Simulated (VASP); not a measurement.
Runs of VASP 6.6.1 on GaAs. The structure is cubic, space group F-43m (No. 216). The conventional cell has a = 5.606 Å, b = 5.606 Å, c = 5.606 Å, α = 90.00°, β = 90.00°, γ = 90.00°. Ga (site symmetry -43m) is surrounded by 4 As at 2.43 Å. As (site symmetry -43m) has 4 Ga at 2.43 Å as nearest neighbours. 

```csv
task,cell,gap on the mesh (eV),pressure (GPa)
single point,a relaxed cell with its volume scaled by 1.03,(a),-2.1
single point,a relaxed cell with its volume scaled by 1.09,none,-5.1
single point,a relaxed cell with its volume scaled by 0.91,(b),8.8
single point,a relaxed cell with its volume scaled by 1.06,0.08,-3.8
relaxation of cell and atoms,relaxed,0.52,0.0
Born charges and dielectric tensor,"F-43m, 22.03 Å³/atom",0.52,-
single point,a relaxed cell with its volume scaled by 0.97,(c),2.5
band structure,"F-43m, 22.03 Å³/atom",0.52,-
single point,"F-43m, 22.03 Å³/atom",0.52,0.0
single point,a relaxed cell with its volume scaled by 0.94,1.00,5.4
```

Alike in all rows: level LDA; potentials or basis VASP PAW LDA potentials, release 64 (Ga_d, As); no spin polarisation; k mesh 6 × 6 × 6; cutoff (eV) 350; smearing gaussian 0.02 eV.

**Question.** Fill in the values left out.

**Answer.** (a) 0.29; (b) 1.09; (c) 0.75.

Caveats: the cutoff is under 1.25 times the usual one of these potentials, so pressure, stress and relaxed cells hold a basis-set (Pulay) error; the gap is small at this level, which inflates the dielectric constant (some runs).

A k mesh can miss the band edges, and the runs leave out spin-orbit coupling on As, Ga.

A gap of «none» marks a metal or a gap under the smearing width.
